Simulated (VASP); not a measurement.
Level of theory: PBE GGA, VASP's PBE PAW potentials (set 64) (plane waves; VASP 6.6.1).

VASP ran on this input.

### INCAR
```
SYSTEM = TmN
PREC = Accurate
ENCUT = 750
EDIFF = 1E-6
NELM = 100
ALGO = Normal
LREAL = .FALSE.
LASPH = .TRUE.
ISMEAR = 0
SIGMA = 0.05
GGA = PE
LMAXMIX = 6
LWAVE = .FALSE.
LCHARG = .FALSE.
ISIF = 2
```

KPOINTS:
```
Automatic mesh
0
gamma
8 8 8
```

### POSCAR
```
TmN
1.0
  2.8500000000   0.0000000000   0.0000000000
  0.0000000000   2.8500000000   0.0000000000
  0.0000000000   0.0000000000   2.8500000000
Tm N
1 1
Cartesian
  0.0000000000   0.0000000000   0.0000000000
  1.4250000000   1.4250000000   1.4250000000
```

POTCAR, in this order: Tm_3 N (PBE.64 set). Program: vasp_std.

The resulting files:

### OSZICAR
```
       N       E                     dE             d eps       ncg     rms          rms(c)
DAV:   1     0.933047652631E+02    0.93305E+02   -0.85259E+03   770   0.172E+03
DAV:   2    -0.580923070450E+01   -0.99114E+02   -0.94974E+02   826   0.386E+02
DAV:   3    -0.163293485210E+02   -0.10520E+02   -0.95242E+01  1227   0.934E+01
DAV:   4    -0.166020313284E+02   -0.27268E+00   -0.27186E+00  1199   0.149E+01
DAV:   5    -0.166043703425E+02   -0.23390E-02   -0.23376E-02  1010   0.118E+00    0.271E+01
DAV:   6    -0.144164005203E+02    0.21880E+01   -0.11673E+01  1148   0.294E+01    0.236E+01
DAV:   7    -0.143694349039E+02    0.46966E-01   -0.61871E-01  1110   0.798E+00    0.149E+01
DAV:   8    -0.143788888632E+02   -0.94540E-02   -0.91574E-02  1202   0.392E+00    0.205E+00
DAV:   9    -0.143770534749E+02    0.18354E-02   -0.39284E-03   991   0.630E-01    0.441E-01
DAV:  10    -0.143769439777E+02    0.10950E-03   -0.12665E-03  1157   0.354E-01    0.126E-01
DAV:  11    -0.143769278391E+02    0.16139E-04   -0.74353E-05   990   0.920E-02    0.883E-03
DAV:  12    -0.143769266326E+02    0.12065E-05   -0.48353E-06  1038   0.272E-02    0.459E-03
DAV:  13    -0.143769265722E+02    0.60408E-07   -0.22599E-07   559   0.637E-03
   1 F= -.14376927E+02 E0= -.14376623E+02  d E =-.606595E-03
```

OUTCAR:
```
------------------------ aborting loop because EDIFF is reached ----------------------------------------
  FORCE on cell =-STRESS in cart. coord.  units (eV):
  Direction    XX          YY          ZZ          XY          YZ          ZX
  --------------------------------------------------------------------------------------
  Total        2.7459599      2.7459599      2.7459599     -0.0000000      0.0000000     -0.0000000
  in kB      190.0510159    190.0510159    190.0510159     -0.0000000      0.0000000     -0.0000000
  external PRESSURE =     190.0510159 kB  Pullay stress =       0.0000000 kB
  volume of cell :       23.15
      direct lattice vectors                 reciprocal lattice vectors
     2.850000000  0.000000000  0.000000000     0.350877193  0.000000000  0.000000000
     0.000000000  2.850000000  0.000000000     0.000000000  0.350877193  0.000000000
     0.000000000  0.000000000  2.850000000     0.000000000  0.000000000  0.350877193
 POSITION                                       TOTAL-FORCE (eV/Angst)
 -----------------------------------------------------------------------------------
      0.00000      0.00000      0.00000         0.000000      0.000000      0.000000
      1.42500      1.42500      1.42500         0.000000      0.000000      0.000000
 -----------------------------------------------------------------------------------
    total drift:                                0.000000      0.000000      0.000000
  FREE ENERGIE OF THE ION-ELECTRON SYSTEM (eV)
  ---------------------------------------------------
  free  energy   TOTEN  =       -14.3769265722 eV

  energy  without entropy=      -14.3763199770  energy(sigma->0) =      -14.37662327
```
(Selected blocks of OUTCAR.)

The 4f electrons are frozen in the core of the lanthanide potential, so 4f levels, which can set the real gap, and their magnetism are missing.

The structure was generated: TmN was put into the CsCl type (Pm-3m), which need not be its known phase. The cell was not relaxed at this level. The run is one of a series of settings (ENCUT = 750 against the base run), some of them coarse on purpose.
